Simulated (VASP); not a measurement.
# FeCuSO: magnetic orders, part 2 of 3

Is FeCuSO a ferromagnet or an antiferromagnet at this level? The start is a cell from a database of measured crystal structures.

VASP 6.6.1, plane waves and PAW; the level of theory is named at each step.

Still holding for the runs below: The magnetic state follows from one typed start and may not be the lowest. The k-mesh is coarse for a metal.

So far, largest spin moment in the PAW sphere (μB): step 2 (magnetic order, start order fm, signs ++++) 3.66.

### 3. Magnetic order, start order AFM 1, signs +--+

This step: PBE, spin-polarised, from moments of both signs; plane waves and PAW (Cu, Fe, S, O) (VASP 6.6.1).

INCAR reads:

```
SYSTEM = FeCuSO
PREC = Normal
ENCUT = 480
EDIFF = 1E-06
NELM = 150
ISMEAR = 0
SIGMA = 0.05
LREAL = .FALSE.
ALGO = Normal
GGA = PE
NBANDS = 45
ISPIN = 2
MAGMOM = 0.6 -0.6 -3 3 0 0 0 0
LASPH = .TRUE.
LMAXMIX = 4
LORBIT = 11
LWAVE = .FALSE.
LCHARG = .TRUE.
AMIX = 0.2
BMIX = 1E-04
AMIX_MAG = 0.8
BMIX_MAG = 1E-04
```

POSCAR reads:

```
FeCuSO
1.0
    3.8219000000      0.0000000000      0.0000000000
    0.0000000000      3.8219000000      0.0000000000
    0.0000000000      0.0000000000      8.6450000000
Cu Fe S O
2 2 2 2
Direct
    0.5000000000      0.5000000000      0.5000000000
    0.0000000000      0.0000000000      0.5000000000
    0.0000000000      0.0000000000      0.0000000000
    0.5000000000      0.5000000000      0.0000000000
    0.0000000000      0.5000000000      0.6558000000
    0.5000000000      0.0000000000      0.3442000000
    0.0000000000      0.5000000000      0.0744000000
    0.5000000000      0.0000000000      0.9256000000
```

KPOINTS reads:

```
Automatic mesh
0
Gamma
5 5 2
0 0 0
```

PAW data sets: Cu, Fe, S and O (PBE family, release 64).

Started as:

```console
mpirun -np 1 vasp_std
```

What it wrote:

```text
[... set-up lines as in an earlier step ...]
 entering main loop
       N       E                     dE             d eps       ncg     rms          rms(c)
DAV:   1     0.617220638780E+03    0.61722E+03   -0.25294E+04  2160   0.157E+03
DAV:   2     0.542981666665E+02   -0.56292E+03   -0.52452E+03  2190   0.379E+02
DAV:   3    -0.476913246930E+02   -0.10199E+03   -0.92918E+02  2706   0.175E+02
DAV:   4    -0.556147721260E+02   -0.79234E+01   -0.77773E+01  3155   0.535E+01
DAV:   5    -0.558250718679E+02   -0.21030E+00   -0.20987E+00  3239   0.985E+00    0.319E+01
DAV:   6    -0.767580894656E+02   -0.20933E+02   -0.99565E+01  3720   0.100E+02    0.824E+01
DAV:   7    -0.462277207147E+02    0.30530E+02   -0.71030E+01  3438   0.798E+01    0.245E+01
DAV:   8    -0.454671342817E+02    0.76059E+00   -0.89924E+00  3499   0.261E+01    0.188E+01
DAV:   9    -0.462165954220E+02   -0.74946E+00   -0.77336E+00  3052   0.611E+01    0.145E+01
DAV:  10    -0.456504642646E+02    0.56613E+00   -0.17527E+00  3401   0.177E+01    0.970E+00
DAV:  11    -0.455864729827E+02    0.63991E-01   -0.20326E+00  3552   0.163E+01    0.139E+01
DAV:  12    -0.451470053192E+02    0.43947E+00   -0.40845E+00  3604   0.154E+01    0.413E+00
DAV:  13    -0.452086778349E+02   -0.61673E-01   -0.17838E-01  3452   0.550E+00    0.400E+00
DAV:  14    -0.451658937314E+02    0.42784E-01   -0.93024E-02  3780   0.424E+00    0.184E+00
DAV:  15    -0.451627173395E+02    0.31764E-02   -0.34291E-02  3378   0.117E+00    0.104E+00
DAV:  16    -0.451667304010E+02   -0.40131E-02   -0.21636E-03  3359   0.504E-01    0.126E+00
DAV:  17    -0.451670087492E+02   -0.27835E-03   -0.24497E-04  3020   0.173E-01    0.118E+00
DAV:  18    -0.451684002562E+02   -0.13915E-02   -0.23182E-03  3512   0.980E-01    0.988E-01
DAV:  19    -0.451663777228E+02    0.20225E-02   -0.16666E-02  3442   0.119E+00    0.132E-01
DAV:  20    -0.451666644670E+02   -0.28674E-03   -0.15328E-03  3378   0.332E-01    0.141E-01
DAV:  21    -0.451666477909E+02    0.16676E-04   -0.16078E-04  2998   0.227E-01    0.890E-02
DAV:  22    -0.451666320624E+02    0.15729E-04   -0.25863E-04  3477   0.197E-01    0.100E-01
DAV:  23    -0.451666256598E+02    0.64027E-05   -0.48345E-05  3183   0.107E-01    0.623E-02
DAV:  24    -0.451666283265E+02   -0.26667E-05   -0.45040E-05  3672   0.686E-02    0.192E-02
DAV:  25    -0.451666297916E+02   -0.14652E-05   -0.64987E-06  2966   0.172E-02    0.110E-02
DAV:  26    -0.451666301859E+02   -0.39431E-06   -0.60455E-07  1368   0.147E-02
   1 F= -.45166630E+02 E0= -.45159780E+02  d E =-.137001E-01  mag=    -0.0000
```

The job ended after 72 s (1 MPI rank of Intel Xeon 6975P-C (Granite Rapids), shared host; peak memory 0.22 GiB).

OUTCAR, selected parts (step 3):

```text
 Found     12 irreducible k-points:

   NELECT =      62.0000    total number of electrons

 E-fermi :   3.7032

 spin component 1
 k-point     1 :       0.0000    0.0000    0.0000
  band No.  band energies     occupation
    ...
     26       2.2485      1.00000
     27       2.3547      1.00000
     28       2.3547      1.00000
     29       3.6025      0.99781
     30       3.6804      0.74084
     31       3.7374      0.16664
     32       4.2593      0.00000
     33       4.2593      0.00000
     34       4.7621      0.00000
     35       4.7621      0.00000
    ...

 k-point     2 :       0.2000    0.0000    0.0000
  band No.  band energies     occupation
    ...
     26       1.8268      1.00000
     27       2.2244      1.00000
     28       2.8699      1.00000
     29       3.4137      1.00000
     30       3.6327      0.97692
     31       3.7321      0.20729
     32       3.8292      0.00018
     33       4.1986      0.00000
     34       4.3710      0.00000
     35       4.7390      0.00000
    ...

 k-point     3 :       0.4000    0.0000    0.0000
  band No.  band energies     occupation
    ...
     26       1.5355      1.00000
     27       2.4862      1.00000
     28       3.0463      1.00000
     29       3.4344      1.00000
     30       3.4768      1.00000
     31       3.7553      0.07020
     32       3.9233      0.00000
     33       3.9720      0.00000
     34       4.2502      0.00000
     35       4.6919      0.00000
    ...

 k-point     4 :       0.2000    0.2000    0.0000
  band No.  band energies     occupation
    ...
     27       2.5874      1.00000
     28       2.6109      1.00000
     29       3.3757      1.00000
     30       3.4807      1.00000
     31       3.5171      1.00000
     32       3.7875      0.00855
     33       3.8518      0.00001
     34       4.2170      0.00000
     35       4.4533      0.00000
     36       5.5012      0.00000
    ...

  Total       -1.6629892     -1.6629892     -2.3655335      0.0000000      0.0000000      0.0000000
  in kB      -21.0997042    -21.0997042    -30.0134593      0.0000000      0.0000000      0.0000000
  external PRESSURE =     -24.0709559 kB  Pullay stress =       0.0000000 kB

 POSITION                                       TOTAL-FORCE (eV/Angst)
 -----------------------------------------------------------------------------------
      1.91095      1.91095      4.32250        -0.000000     -0.000000      0.000000
      0.00000      0.00000      4.32250        -0.000000     -0.000000      0.000000
      0.00000      0.00000      0.00000         0.000000     -0.000000      0.000000
      1.91095      1.91095      0.00000        -0.000000     -0.000000      0.000000
      0.00000      1.91095      5.66939        -0.000000     -0.000000     -0.073845
      1.91095      0.00000      2.97561        -0.000000     -0.000000      0.073845
      0.00000      1.91095      0.64319        -0.000000      0.000000     -0.313585
      1.91095      0.00000      8.00181         0.000000     -0.000000      0.313585
 -----------------------------------------------------------------------------------
    total drift:                               -0.000000      0.000000      0.000000

  FREE ENERGIE OF THE ION-ELECTRON SYSTEM (eV)
  ---------------------------------------------------
  free  energy   TOTEN  =       -45.1666301859 eV

  energy  without entropy=      -45.1529300768  energy(sigma->0) =      -45.15978013

 total charge
# of ion       s       p       d       tot
------------------------------------------
    1        0.383   0.395   9.170   9.949
    2        0.383   0.395   9.170   9.949
    3        0.338   0.413   6.066   6.817
    4        0.338   0.413   6.066   6.817
    5        1.344   2.305   0.000   3.649
    6        1.344   2.305   0.000   3.649
    7        1.567   3.410   0.000   4.977
    8        1.567   3.410   0.000   4.977
--------------------------------------------------
tot          7.263  13.048  30.473  50.783

 magnetization (x)
# of ion       s       p       d       tot
------------------------------------------
    1        0.001   0.002   0.003   0.007
    2       -0.001  -0.002  -0.003  -0.007
    3       -0.028  -0.045  -3.361  -3.435
    4        0.028   0.045   3.361   3.435
    5        0.000   0.000   0.000   0.000
    6        0.000   0.000   0.000   0.000
    7        0.000   0.000   0.000   0.000
    8        0.000   0.000   0.000   0.000
--------------------------------------------------
tot          0.000  -0.000   0.000  -0.000

[... 9 parts as in an earlier step ...]

[... 4 further parts left out ...]
```

Numbers from this step:

* electronic cycles: 26
* free energy (TOTEN): -45.17 eV
* energy at zero smearing: -45.16 eV
* Fermi energy: 3.703 eV

Spin moment in the PAW sphere by atom:

| atom | spin moment in the PAW sphere (μB) |
| --- | --- |
| Cu1 | 0.01 |
| Cu2 | -0.01 |
| Fe3 | -3.44 |
| Fe4 | 3.44 |
| S5 | 0.00 |
| S6 | 0.00 |
| O7 | 0.00 |
| O8 | 0.00 |

Force by atom:

| atom | x (eV/Å) | y (eV/Å) | z (eV/Å) | size |
| --- | --- | --- | --- | --- |
| Cu1 | 0.000 | 0.000 | 0.000 | 0.000 |
| Cu2 | 0.000 | 0.000 | 0.000 | 0.000 |
| Fe3 | 0.000 | 0.000 | 0.000 | 0.000 |
| Fe4 | 0.000 | 0.000 | 0.000 | 0.000 |
| S5 | 0.000 | 0.000 | -0.074 | 0.074 |
| S6 | 0.000 | 0.000 | 0.074 | 0.074 |
| O7 | 0.000 | 0.000 | -0.314 | 0.314 |
| O8 | 0.000 | 0.000 | 0.314 | 0.314 |

Spin density in the ac plane at fractional y = 0.000, with atoms of Cu and Fe and S and O within 0.2 Å of it.

Values in e/Å³, 24 rows by 14 columns, each cell a mean:
```
-3.4 -2.6 -1.0 -0.1  0.0  0.0  0.0  0.0  0.0  0.0  0.0 -0.3 -1.5 -2.9
-0.7 -0.6 -0.2  0.0  0.0  0.0  0.0  0.0  0.0  0.0  0.0 -0.1 -0.4 -0.6
 0.0  0.0  0.0  0.0  0.0  0.0  0.0  0.0  0.0  0.0  0.0  0.0  0.0  0.0
 0.0  0.0  0.0  0.0  0.0  0.0  0.0  0.0  0.0  0.0  0.0  0.0  0.0  0.0
 0.0  0.0  0.0  0.0  0.0  0.0  0.0  0.0  0.0  0.0  0.0  0.0  0.0  0.0
 0.0  0.0  0.0  0.0  0.0  0.0  0.0  0.0  0.0  0.0  0.0  0.0  0.0  0.0
 0.0  0.0  0.0  0.0  0.0  0.0  0.0  0.0  0.0  0.0  0.0  0.0  0.0  0.0
 0.0  0.0  0.0  0.0  0.0  0.0  0.0  0.0  0.0  0.0  0.0  0.0  0.0  0.0
 0.0  0.0  0.0  0.0  0.0  0.0  0.0  0.0  0.0  0.0  0.0  0.0  0.0  0.0
 0.0  0.0  0.0  0.0  0.0  0.0  0.0  0.0  0.0  0.0  0.0  0.0  0.0  0.0
 0.0  0.0  0.0  0.0  0.0  0.0  0.0  0.0  0.0  0.0  0.0  0.0  0.0  0.0
 0.0  0.0  0.0  0.0  0.0  0.0  0.0  0.0  0.0  0.0  0.0  0.0  0.0  0.0
 0.0  0.0  0.0  0.0  0.0  0.0  0.0  0.0  0.0  0.0  0.0  0.0  0.0  0.0
 0.0  0.0  0.0  0.0  0.0  0.0  0.0  0.0  0.0  0.0  0.0  0.0  0.0  0.0
 0.0  0.0  0.0  0.0  0.0  0.0  0.0  0.0  0.0  0.0  0.0  0.0  0.0  0.0
 0.0  0.0  0.0  0.0  0.0  0.0  0.0  0.0  0.0  0.0  0.0  0.0  0.0  0.0
 0.0  0.0  0.0  0.0  0.0  0.0  0.0  0.0  0.0  0.0  0.0  0.0  0.0  0.0
 0.0  0.0  0.0  0.0  0.0  0.0  0.0  0.0  0.0  0.0  0.0  0.0  0.0  0.0
 0.0  0.0  0.0  0.0  0.0  0.0  0.0  0.0  0.0  0.0  0.0  0.0  0.0  0.0
 0.0  0.0  0.0  0.0  0.0  0.0  0.0  0.0  0.0  0.0  0.0  0.0  0.0  0.0
 0.0  0.0  0.0  0.0  0.0  0.0  0.0  0.0  0.0  0.0  0.0  0.0  0.0  0.0
-0.2 -0.2 -0.1 -0.1  0.0  0.0  0.0  0.0  0.0  0.0  0.0 -0.1 -0.2 -0.2
-2.0 -1.6 -0.7 -0.2  0.0  0.0  0.0  0.0  0.0  0.0 -0.1 -0.2 -1.0 -1.7
-4.7 -3.4 -1.2 -0.2  0.0  0.0  0.0  0.0  0.0  0.0 -0.1 -0.4 -1.9 -3.9
```
Columns run along a (3.8 Å), rows up along c (8.6 Å). Atoms in or near the plane, at fractional coordinates: Cu at (0.00, 0.50), Fe at (0.00, 0.00), S at (0.50, 0.34), O at (0.50, 0.93).

Valence density in the ac plane at fractional y = 0.000, with atoms of Cu and Fe and S and O within 0.2 Å of it. It is the smooth field of the valence electrons, not physical close to the nuclei.

Values in e/Å³, 24 rows by 14 columns, each cell a mean:
```
 6  4  2  1  1  2  4  5  3  1  1  1  2  5
 2  1  1  0  1  3  6  7  5  2  1  0  1  2
 0  0  0  0  1  2  4  5  3  1  0  0  0  0
 0  0  0  0  0  1  1  1  1  0  0  0  0  0
 0  0  0  0  0  0  0  0  0  0  0  0  0  0
 0  0  0  0  0  0  0  0  0  0  0  0  0  0
 0  0  0  0  0  0  0  0  0  0  0  0  0  0
 0  0  0  0  0  0  0  0  0  0  0  0  0  0
 0  0  0  0  0  0  0  0  0  0  0  0  0  0
 1  1  0  0  0  0  0  0  0  0  0  0  0  1
 7  4  1  0  0  0  0  0  0  0  0  0  2  5
16 10  3  1  0  0  0  0  0  0  0  1  5 12
11  7  2  1  0  0  0  0  0  0  0  1  4  9
 3  2  1  0  1  1  1  1  1  1  1  0  1  2
 0  0  0  0  1  1  1  1  1  1  1  0  0  0
 0  0  0  0  1  1  0  0  1  1  1  0  0  0
 0  0  0  0  1  1  1  1  1  1  1  0  0  0
 0  0  0  0  0  1  1  1  1  1  0  0  0  0
 0  0  0  0  0  0  0  0  0  0  0  0  0  0
 0  0  0  0  0  0  0  0  0  0  0  0  0  0
 0  0  0  0  0  0  0  0  0  0  0  0  0  0
 1  1  0  0  0  0  0  0  0  0  0  0  0  1
 4  3  1  0  0  0  0  0  0  0  0  0  1  3
 8  5  2  1  0  1  1  1  1  1  0  1  3  6
```
Columns run along a (3.8 Å), rows up along c (8.6 Å). Atoms in or near the plane, at fractional coordinates: Cu at (0.00, 0.50), Fe at (0.00, 0.00), S at (0.50, 0.34), O at (0.50, 0.93).

The largest moment at the end is 3.44 μB, and the moments of the cell sum to 0.00 μB.

### 4. Magnetic order, start order ferri 2, signs ++--

Changes to INCAR since step 3:

```diff
@@ -12,3 +12,3 @@
 ISPIN = 2
-MAGMOM = 0.6 -0.6 -3 3 0 0 0 0
+MAGMOM = 0.6 0.6 -3 -3 0 0 0 0
 LASPH = .TRUE.
@@ -17,3 +17,3 @@
 LWAVE = .FALSE.
-LCHARG = .TRUE.
+LCHARG = .FALSE.
 AMIX = 0.2
```

POSCAR is that of step 3.

KPOINTS is that of step 3.

Started as:

```console
mpirun -np 1 vasp_std
```

What it wrote:

```text
[... set-up lines as in an earlier step ...]
 entering main loop
       N       E                     dE             d eps       ncg     rms          rms(c)
DAV:   1     0.618951992252E+03    0.61895E+03   -0.25152E+04  2160   0.156E+03
DAV:   2     0.549246352012E+02   -0.56403E+03   -0.52607E+03  2200   0.380E+02
DAV:   3    -0.471050137227E+02   -0.10203E+03   -0.93675E+02  2705   0.175E+02
DAV:   4    -0.548096083276E+02   -0.77046E+01   -0.75753E+01  3091   0.525E+01
[...]
DAV:  22    -0.453904508257E+02   -0.16509E-05   -0.19808E-05  3274   0.478E-02    0.468E-02
DAV:  23    -0.453904509057E+02   -0.80071E-07   -0.11355E-05  3272   0.538E-02    0.246E-02
DAV:  24    -0.453904502793E+02    0.62640E-06   -0.80548E-06  2927   0.309E-02
   1 F= -.45390450E+02 E0= -.45386596E+02  d E =-.770762E-02  mag=    -8.7538
```

Elapsed: 69 s, on 1 MPI rank; peak memory 0.22 GiB.

From OUTCAR (step 4):

```text
  Total       -0.5209503     -0.5209503     -2.4235385      0.0000000      0.0000000      0.0000000
  in kB       -6.6097224     -6.6097224    -30.7494164      0.0000000      0.0000000      0.0000000
  external PRESSURE =     -14.6562870 kB  Pullay stress =       0.0000000 kB

 POSITION                                       TOTAL-FORCE (eV/Angst)
 -----------------------------------------------------------------------------------
      1.91095      1.91095      4.32250         0.000000      0.000000     -0.000000
      0.00000      0.00000      4.32250        -0.000000      0.000000     -0.000000
      0.00000      0.00000      0.00000        -0.000000      0.000000     -0.000000
      1.91095      1.91095      0.00000         0.000000      0.000000     -0.000000
      0.00000      1.91095      5.66939        -0.000000      0.000000      0.043898
      1.91095      0.00000      2.97561         0.000000      0.000000     -0.043898
      0.00000      1.91095      0.64319        -0.000000      0.000000     -0.236372
      1.91095      0.00000      8.00181        -0.000000     -0.000000      0.236372
 -----------------------------------------------------------------------------------
    total drift:                               -0.000000      0.000000      0.000000

  FREE ENERGIE OF THE ION-ELECTRON SYSTEM (eV)
  ---------------------------------------------------
  free  energy   TOTEN  =       -45.3904502793 eV

  energy  without entropy=      -45.3827426614  energy(sigma->0) =      -45.38659647

 magnetization (x)
# of ion       s       p       d       tot
------------------------------------------
    1        0.000  -0.008  -0.073  -0.081
    2        0.000  -0.008  -0.073  -0.081
    3       -0.035  -0.030  -3.592  -3.657
    4       -0.035  -0.030  -3.592  -3.657
    5       -0.003  -0.085   0.000  -0.087
    6       -0.003  -0.085   0.000  -0.087
    7       -0.022  -0.341   0.000  -0.363
    8       -0.022  -0.341   0.000  -0.363
--------------------------------------------------
tot         -0.119  -0.928  -7.330  -8.377

[... 2 parts as in an earlier step ...]

[... 1 further part left out ...]
[key lines of the parts left out:]
E-fermi :   3.5842
```

The largest moment at the end is 3.66 μB, and the moments of the cell sum to -8.75 μB.

### 5. Magnetic order, start order AFM 3, signs +-+-

Changes to INCAR since step 4:

```diff
@@ -12,3 +12,3 @@
 ISPIN = 2
-MAGMOM = 0.6 0.6 -3 -3 0 0 0 0
+MAGMOM = 0.6 -0.6 3 -3 0 0 0 0
 LASPH = .TRUE.
```

POSCAR is that of step 4.

KPOINTS is that of step 4.

Started as:

```console
mpirun -np 1 vasp_std
```

What it wrote:

```text
[... set-up lines as in an earlier step ...]
 entering main loop
       N       E                     dE             d eps       ncg     rms          rms(c)
DAV:   1     0.619082431380E+03    0.61908E+03   -0.25287E+04  2160   0.157E+03
DAV:   2     0.552225213901E+02   -0.56386E+03   -0.52581E+03  2185   0.380E+02
DAV:   3    -0.478483659925E+02   -0.10307E+03   -0.93727E+02  2751   0.176E+02
DAV:   4    -0.556360097048E+02   -0.77876E+01   -0.76425E+01  3160   0.533E+01
[...]
DAV:  23    -0.451666293119E+02    0.17403E-04   -0.14952E-04  3247   0.117E-01    0.568E-02
DAV:  24    -0.451666294287E+02   -0.11684E-06   -0.23149E-05  3595   0.578E-02    0.308E-02
DAV:  25    -0.451666302719E+02   -0.84319E-06   -0.60762E-06  2838   0.263E-02
   1 F= -.45166630E+02 E0= -.45159781E+02  d E =-.136977E-01  mag=     0.0000
```

Wall time 72 s (1 MPI rank); peak memory 0.22 GiB.

From OUTCAR (step 5):

```text
  Total       -1.6686121     -1.6686121     -2.3989913      0.0000000     -0.0000000      0.0000000
  in kB      -21.1710464    -21.1710464    -30.4379648      0.0000000     -0.0000000      0.0000000
  external PRESSURE =     -24.2600192 kB  Pullay stress =       0.0000000 kB

 POSITION                                       TOTAL-FORCE (eV/Angst)
 -----------------------------------------------------------------------------------
      1.91095      1.91095      4.32250        -0.000000      0.000000      0.000000
      0.00000      0.00000      4.32250        -0.000000     -0.000000      0.000000
      0.00000      0.00000      0.00000        -0.000000     -0.000000      0.000000
      1.91095      1.91095      0.00000        -0.000000     -0.000000      0.000000
      0.00000      1.91095      5.66939         0.000000      0.000000     -0.072146
      1.91095      0.00000      2.97561        -0.000000     -0.000000      0.072146
      0.00000      1.91095      0.64319        -0.000000     -0.000000     -0.313564
      1.91095      0.00000      8.00181        -0.000000     -0.000000      0.313564
 -----------------------------------------------------------------------------------
    total drift:                               -0.000000      0.000000      0.000000

  FREE ENERGIE OF THE ION-ELECTRON SYSTEM (eV)
  ---------------------------------------------------
  free  energy   TOTEN  =       -45.1666302719 eV

  energy  without entropy=      -45.1529325709  energy(sigma->0) =      -45.15978142

 magnetization (x)
# of ion       s       p       d       tot
------------------------------------------
    1       -0.001  -0.002  -0.003  -0.007
    2        0.001   0.002   0.003   0.007
    3        0.028   0.045   3.362   3.436
    4       -0.028  -0.045  -3.362  -3.436
    5        0.000   0.000   0.000   0.000
    6        0.000   0.000   0.000   0.000
    7        0.000   0.000   0.000   0.000
    8        0.000   0.000   0.000   0.000
--------------------------------------------------
tot         -0.000   0.000  -0.000  -0.000

[... 2 parts as in an earlier step ...]

[... 1 further part left out ...]
[key lines of the parts left out:]
E-fermi :   3.7036
```

The largest moment at the end is 3.44 μB, and the moments of the cell sum to 0.00 μB.

(Part 2 of 3 ends here.)

[Lines on the potential files, build, host, timing and source positions are cut from VASP's logs without a mark.]

[Logs are printed without paths, hosts, clocks, repeated set-up lines and the standing remarks that a program may print on its own settings, such as how far it seeks lower states.]

[Hosts, paths, dates, database ids (printed as entryN), source tags and the programs' standing remarks are cut or masked in the printed files.]

[In band tables of VASP the shares of atoms and orbitals are scaled to a sum of 1 inside the atoms' spheres.]

[Runs that stopped without an error message from VASP are left out.]
